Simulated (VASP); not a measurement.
```
KMgF3
1.0
    3.95688     0.00000     0.00000
    0.00000     3.95688     0.00000
    0.00000     0.00000     3.95688
K Mg F
1 1 3
Direct
  0.00000   0.00000   0.00000
  0.50000   0.50000   0.50000
  0.50000   0.00000   0.50000
  0.00000   0.50000   0.50000
  0.50000   0.50000   0.00000
```

All values below come from optB86b-vdW, VASP's PBE PAW potentials (set 64) (plane waves; VASP). Settings: 520 eV cut-off, 6×6×6 Γ-centred mesh, Gaussian smearing of 0.050 eV, potentials K_sv Mg F.

Question: Predict the energy per atom (σ→0), pressure, band gap (on the k-mesh) with the smallest direct gap where there is one.

Answer: 
```
Item                                         Result
-----------------------------------  --------------
band gap (on the k-mesh)                    7.54 eV
smallest direct gap (on the k-mesh)         7.86 eV
energy per atom (σ→0)                -3.124 eV/atom
pressure                                   2.51 GPa
```

Only differences to runs with the same potentials and settings are physical.

The compound is KMgF3 in the cubic perovskite structure. This cell is one point of a volume scan, at 0.97 of the reference volume.
